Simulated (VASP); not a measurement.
# Al2Si2I3 (P1) in VASP: notebook

Runs on Al2Si2I3. Level: PBE. Tasks: single point.

Everything below comes from runs of VASP 6.6.1. Logs are shortened: lines on timing, memory, paths and dates and some standing lists are left out, and cuts for length are marked.

**1. The crystal as given**

The typed cell holds 7 atoms: a = 5.076 Å, b = 4.437 Å, c = 10.662 Å, α = 77.99°, β = 103.77°, γ = 90.00°.

The cell was built by a generator and needn't be a form met in nature.

**2. Single point, PBE**

Input file INCAR:

```
ALGO = Normal ; EDIFF = 1E-6
ENCUT = 520 ; GGA = PE
ISIF = 2 ; ISMEAR = -1
LASPH = True ; LCHARG = False
LREAL = False ; LWAVE = False
NBANDS = 26 ; NELM = 100
PREC = Accurate ; SIGMA = 0.05
```

Input file KPOINTS:

```
k-points
0
Gamma
  3 3 2
```

Input file POSCAR:

```
Al2Si2I3
1.0
    0.0000000000      0.0000001300      5.0755910000
    4.4367050000     -0.0000001100      0.0000000000
    2.2183527500     10.1156888800     -2.5377957500
Al I Si
2 3 2
Direct
    0.4316939088      0.0662845642      0.8632112014
    0.5697266904      0.9278602826      0.1385192887
    0.1839104380      0.8147029465      0.3709231383
    0.8145766658      0.1857087586      0.6287255361
    0.0015873785      0.4993269654     -0.0001836697
    0.3563691791      0.6470436491      0.7131256319
    0.6419292405      0.3597624528      0.2876292451
```

Potentials or basis: VASP PAW PBE potentials, release 64 (Al, I, Si).

Command:

```console
cat potpaw_PBE.64/Al/POTCAR potpaw_PBE.64/I/POTCAR potpaw_PBE.64/Si/POTCAR > POTCAR
mpirun -np 1 vasp_std > vasp.out
```

OUTCAR:

```text
EDIFF = 1E-6
   ENCUT = 520
   GGA = PE
   ISIF = 2
   ISMEAR = -1
   LASPH = True
   LREAL = False
   NELM = 100
   PREC = Accurate

 ion  position               nearest neighbor table
   1  0.432  0.066  0.863-   6 2.67   6 2.71   2 2.78
   2  0.570  0.928  0.139-   7 2.66   7 2.71   1 2.78   3 3.45
   3  0.184  0.815  0.371-   2 3.45
   4  0.815  0.186  0.629-
   5  0.002  0.499  1.000-
   6  0.356  0.647  0.713-   1 2.67   1 2.71
   7  0.642  0.360  0.288-   2 2.66   2 2.71

  LATTYP: Found a body centered orthorhombic cell.
 ALAT       =     4.4367050000
 B/A-ratio  =     1.1440001082
 C/A-ratio  =     4.5600007213

  Lattice vectors:

 A1 = (  -2.2183527500, -10.1156888800,   2.5377957500)
 A2 = (   2.2183522500, -10.1156891200,  -2.5377952500)
 A3 = (   2.2183527500,  10.1156890100,   2.5377952500)

Analysis of symmetry for initial positions (statically):
=====================================================================
 Subroutine PRICEL returns:
 Original cell was already a primitive cell.

 Routine SETGRP: Setting up the symmetry group for a
 body centered orthorhombic supercell.

 Subroutine GETGRP returns: Found  1 space group operations
 (whereof  1 operations were pure point group operations)
 out of a pool of  8 trial point group operations.

The static configuration has the point symmetry C_1 .

Analysis of symmetry for dynamics (positions and initial velocities):
=====================================================================
 Subroutine PRICEL returns:
 Original cell was already a primitive cell.

 Routine SETGRP: Setting up the symmetry group for a
 body centered orthorhombic supercell.

 Subroutine GETGRP returns: Found  1 space group operations
 (whereof  1 operations were pure point group operations)
 out of a pool of  8 trial point group operations.

The dynamic configuration has the point symmetry C_1 .

 Subroutine INISYM returns: Found  1 space group operations
 (whereof  1 operations are pure point group operations),
 and found     1 'primitive' translations

----------------------------------------------------------------------------------------
[... 109 lines left out ...]
   NELM   =    100;   NELMIN=  2; NELMDL= -5     # of ELM steps
   EDIFF  = 0.1E-05   stopping-criterion for ELM
   LREAL  =      F    real-space projection
   EDIFFG = 0.1E-04   stopping-criterion for IOM
   NSW    =      0    number of steps for IOM
   IBRION =     -1    ionic relax: 0-MD 1-quasi-New 2-CG
   NFREE  =      0    steps in history (QN), initial steepest desc. (CG)
   ISIF   =      2    stress and relaxation
   ISYM   =      2    0-nonsym 1-usesym 2-fastsym
   POTIM  = 0.5000    time-step for ionic-motion
   TEBEG  =    0.0;   TEEND  =   0.0 temperature during run
   PSTRESS=    0.0 pullay stress
   NELECT =      35.0000    total number of electrons
   NUPDOWN=      -1.0000    fix difference up-down
   EMIN   =  10.00;   EMAX   =-10.00  energy-range for DOS
   EFERMI =   0.00;   METHOD = LEGACY
   ISMEAR =    -1;   SIGMA  =   0.05  broadening in eV -4-tet -1-fermi 0-gaus
   EFERMI_NEDOS =   21; number of points for ismear=-14 and -15
   IALGO  =     38    algorithm
   IMIX   =      4    mixing-type and parameters
     AMIX     =   0.40;   BMIX     =  1.00
     AMIX_MAG =   1.60;   BMIX_MAG =  1.00
  volume/ion in A,a.u.               =      32.54       219.60
  Fermi-wavevector in a.u.,A,eV,Ry     =   0.876832  1.656973 10.460638  0.768835
  Thomas-Fermi vector in A             =   1.996697
   LORBIT       =      0    0 simple, 1 ext, 2 COOP (PROOUT), +10 PAW based schemes
   GGA     = PE    functional components
   LHFCALC =     F    Hartree Fock is set to
   AEXX    =    0.0000 exact exchange contribution
   IVDW    =     0    specifies the selected vdW correction
   LEPSILON=     F    determine dielectric tensor
   LRPA    =     F    only Hartree local field effects (RPA)
 non-spin polarized calculation
  energy-cutoff  :      520.00
  volume of cell :      227.79
 maximum number of plane-waves:      6149
 NGX is ok and might be reduce to    40
   NGX = 19   NGY = 17   NGZ = 39

 number of electron      34.9999999 magnetization

 Free energy of the ion-electron system (eV)
  ---------------------------------------------------
  ext. energy  EPLUGINS =         0.00000000
  ---------------------------------------------------
  free energy    TOTEN  =       -19.72751855 eV

  energy without entropy =      -19.66418734  energy(sigma->0) =      -19.69585294

 E-fermi :   3.9375     XC(G=0):  -8.4386

 val. band max:        3.9224234907   @ k =   0.0000  -0.0000   0.5000
 cond. band min:       3.9463208345   @ k =   0.0000   0.0000   0.0000
 fundamental gap:      0.0238973437
 Fermi energy:         3.9374879649

 k-point     1 :       0.0000    0.0000    0.0000
  band No.  band energies     occupation
      1      -9.1859      2.00000
      2      -8.8392      2.00000
      3      -8.7301      2.00000
      4      -3.8510      2.00000
      5      -3.5516      2.00000
      6      -0.4003      2.00000
[... 279 lines left out ...]
     25       8.1856      0.00000
     26       8.5451      0.00000

------------------------ aborting loop because EDIFF is reached ----------------------------------------

  FORCE on cell =-STRESS in cart. coord.  units (eV):
  Direction    XX          YY          ZZ          XY          YZ          ZX
  --------------------------------------------------------------------------------------
  -------------------------------------------------------------------------------------
  Total       -4.6440596     -5.8018571     -5.7170526      0.0533012      0.0427733     -0.2069661
  in kB      -32.6637265    -40.8070280    -40.2105606      0.3748907      0.3008433     -1.4556844
  external PRESSURE =     -37.8937717 kB  Pullay stress =       0.0000000 kB

 VOLUME and BASIS-vectors are now :
 -----------------------------------------------------------------------------
  energy-cutoff  :      520.00
  volume of cell :      227.79
      direct lattice vectors                 reciprocal lattice vectors
     0.000000000  0.000000130  5.075591000     0.000000001  0.049428175  0.197021390
     4.436705000 -0.000000110  0.000000000     0.225392492 -0.049428176  0.000000001
     2.218352750 10.115688880 -2.537795750     0.000000002  0.098856341 -0.000000003

 POSITION                                       TOTAL-FORCE (eV/Angst)
 -----------------------------------------------------------------------------------
      2.20899      8.73198      0.00045         0.034787     -0.411610     -0.023439
      4.42393      1.40122      2.54017         0.095577      0.422130      0.019708
      4.43744      3.75214     -0.00787        -0.020333     -0.210763     -0.013183
      2.21867      6.35999      2.53888        -0.072076      0.205478      0.014796
      4.43331     10.11383     -2.52927         0.031321     -0.005795      0.006111
      4.45271      7.21376     -0.00098        -0.024635      0.457184      0.011095
      2.23422      2.90957      2.52823        -0.044642     -0.456624     -0.015088
 -----------------------------------------------------------------------------------
    total drift:                               -0.000026      0.000084      0.000041

  FREE ENERGIE OF THE ION-ELECTRON SYSTEM (eV)
  ---------------------------------------------------
  free  energy   TOTEN  =       -19.7275185504 eV

  energy  without entropy=      -19.6641873376  energy(sigma->0) =      -19.69585294
```

stdout:

```text
POSCAR found type information on POSCAR AlI Si
 POSCAR found :  3 types and       7 ions
 scaLAPACK will be used
 LDA part: xc-table for (Slater+PW92), standard interpolation
 -----------------------------------------------------------------------------
|                                                                             |
|           W    W    AA    RRRRR   N    N  II  N    N   GGGG   !!!           |
|           W    W   A  A   R    R  NN   N  II  NN   N  G    G  !!!           |
|           W    W  A    A  R    R  N N  N  II  N N  N  G       !!!           |
|           W WW W  AAAAAA  RRRRR   N  N N  II  N  N N  G  GGG   !            |
|           WW  WW  A    A  R   R   N   NN  II  N   NN  G    G                |
|           W    W  A    A  R    R  N    N  II  N    N   GGGG   !!!           |
|                                                                             |
|     Your reciprocal lattice and k-lattice belong to different lattice       |
|     classes:                                                                |
|                                                                             |
|        The reciprocal lattice is face-centered orthorhombic,                |
|        whereas your k-lattice is triclinic.                                 |
|                                                                             |
|     Results are often still useful ...                                      |
|                                                                             |
 -----------------------------------------------------------------------------

 POSCAR, INCAR and KPOINTS ok, starting setup
 FFT: planning ... GRIDC
 FFT: planning ... GRID_SOFT
 FFT: planning ... GRID
 WAVECAR not read
 entering main loop
```

It took 38 s on 1 thread of AMD EPYC 9R45 (Zen 5), shared host; peak memory 0.32 GiB.

What came out:

* Free energy: -19.7275 eV
* Pressure: -3.8 GPa
* Largest force: 0.459 eV/Å
* Band gap on the k mesh: none (metal or under the smearing width)

Forces on the atoms (eV/Å):
```
Al   0.035 -0.412 -0.023
Al   0.096  0.422  0.020
I   -0.020 -0.211 -0.013
I   -0.072  0.205  0.015
I    0.031 -0.006  0.006
Si  -0.025  0.457  0.011
Si  -0.045 -0.457 -0.015
```

Caveat: the k mesh is coarse (spacing up to 0.48 Å⁻¹), so the values aren't converged; an odd number of electrons without spin polarisation forces a metal; a magnetic or distorted state may lie lower. The run has no spin-orbit coupling, so splittings on I are missing.

**3. Single point, PBE**

Input file INCAR:

```
SYSTEM = Al2Si2I3
ALGO = Normal
EDIFF = 1E-6
ENCUT = 520
GGA = PE
ISIF = 2
ISMEAR = -1
LASPH = .TRUE.
LCHARG = .FALSE.
LREAL = .FALSE.
LWAVE = .FALSE.
NBANDS = 26
NELM = 80
PREC = Accurate
SIGMA = 0.05
```

Input file KPOINTS:

```
k-points
0
G
  3 3 2
  0 0 0
```

Input file POSCAR:

```
Al2Si2I3
1.0
    0.0000000000      0.0000001300      5.0755910000
    4.4367050000     -0.0000001100      0.0000000000
    2.2183527500     10.1156888800     -2.5377957500
Al I Si
2 3 2
Direct
    0.4306493615      0.0653743581      0.8611043750
    0.5721882670      0.9234397645      0.1423741916
    0.1819730893      0.8152275178      0.3701692599
    0.8150013561      0.1855195199      0.6291261020
    0.0031782477      0.4986812298     -0.0003694208
    0.3568552672      0.6499035299      0.7144142244
    0.6397283692      0.3634259151      0.2870970026
```

Potentials or basis: VASP PAW PBE potentials, release 64 (Al, I, Si).

Command:

```console
cat potpaw_PBE.64/Al/POTCAR potpaw_PBE.64/I/POTCAR potpaw_PBE.64/Si/POTCAR > POTCAR
mpirun -np 1 vasp_std > vasp.out
```

Wall time 39 s (1 thread of AMD EPYC 9R45 (Zen 5), shared host); peak memory 0.31 GiB.

The run converged. Its results:

```yaml
Free_energy: -19.7568 eV
Pressure: -3.7 GPa
Largest_force: 0.495 eV/Å
Band_gap_on_the_k_mesh: none (metal or under the smearing width)
```

Forces in eV/Å, atoms in the order of the input:
```
Al   0.122 -0.307 -0.020
Al   0.192  0.324  0.015
I   -0.064 -0.192 -0.004
I   -0.113  0.181  0.008
I    0.062 -0.012  0.012
Si  -0.081  0.488  0.006
Si  -0.118 -0.481 -0.016
```

Stress tensor (GPa, compression positive):
```
-2.82  0.01 -0.15
 0.01 -4.28  0.04
-0.15  0.04 -3.89
```

Levels at points of the mesh, in eV from the Fermi level:
```
           k point  band 15  band 16  band 17  band 18  band 19  band 20
(0.00, 0.00, 0.00)    -1.84    -1.14    -0.04     0.01     0.74     0.89
(0.00, 0.00, 0.50)    -2.01    -0.68    -0.06    -0.01     0.12     1.00
```

Caveat: the k mesh is coarse (spacing up to 0.48 Å⁻¹), so the values aren't converged; an odd number of electrons without spin polarisation forces a metal; a magnetic or distorted state may lie lower. Spin-orbit coupling is left out, which matters for the levels of I.
